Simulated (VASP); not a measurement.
Input of a VASP 6.6.1 run:

INCAR

```
PREC     = Accurate       # precision mode
ENCUT    = 520            # plane-wave cutoff, eV
EDIFF    = 1E-6           # SCF threshold, eV
ISMEAR   = -1             # smearing method
SIGMA    = 0.02           # smearing width, eV
LREAL    = Auto         
LASPH    = True           # aspherical terms in the spheres
NELM     = 100            # most SCF steps
ALGO     = Normal         # electronic algorithm
ISIF     = 2              # what is computed and relaxed
LWAVE    = False          # write WAVECAR
LCHARG   = False          # write CHGCAR
GGA      = PE             # functional
IVDW     = 12             # dispersion correction
NBANDS   = 82             # bands
```

The input KPOINTS:

```
Automatic mesh
0
Gamma
  1 1 1
```

File POSCAR:

```
CO2
1.0
    7.8035490000      0.0000000000      0.0000000000
    0.0000000000      7.8035490000      0.0000000000
    0.0000000000      0.0000000000      7.8035490000
C O
8 16
Direct
    0.7955739113      0.2801161369      0.4661084335
    0.7325897486      0.6773712832      0.7955354673
    0.6098122790      0.7356909017      0.2942122873
    0.0471452156      0.3355140078      0.9238745089
    0.1406411365      0.8588015530      1.0155763743
    0.3335789908      0.3835178071      0.4486932805
    1.0574291262      0.8970533792      0.4527299053
    0.5814149434      0.2640465255     -0.0590372406
    0.8768702548      0.3885027184      0.5075254862
    0.6895324166      0.2052655785      0.3916935743
    0.8638249084      0.6593922842      0.8622102584
    0.5930634894      0.6798445169      0.7234272509
    0.5808382827      0.8600189478      0.3776486827
    0.6471927068      0.6025719836      0.2138514156
    0.1015563560      0.4212570460      1.0325942722
    0.0089318335      0.2574085201      0.7921780205
    0.0494646731      0.9528100612      1.0773046982
    0.2372638398      0.7728278505      0.9491066180
    0.2846269050      0.5320143437      0.4288048938
    0.3884258303      0.2470798863      0.4750274523
    0.9533354631      0.8268161064      0.3748935260
    1.1528600641      0.9913309957      0.5061543152
    0.6489355036      0.1654247317     -0.1515336163
    0.4888801236      0.3395378180      0.0254371440
```

Potentials or basis: VASP PAW PBE potentials, release 64 (C, O).

Launch:

```sh
$ cat potpaw_PBE.64/C/POTCAR potpaw_PBE.64/O/POTCAR > POTCAR
$ mpirun -np 1 vasp_gam > vasp.out
```

(1) What does it give for the band gap on the k mesh?

(2) Predict the pressure.

Answers

(1) 5.55 eV, direct.

(2) 2.5 GPa.

Caveat: the standard files for N, O and F lose accuracy on very short bonds.
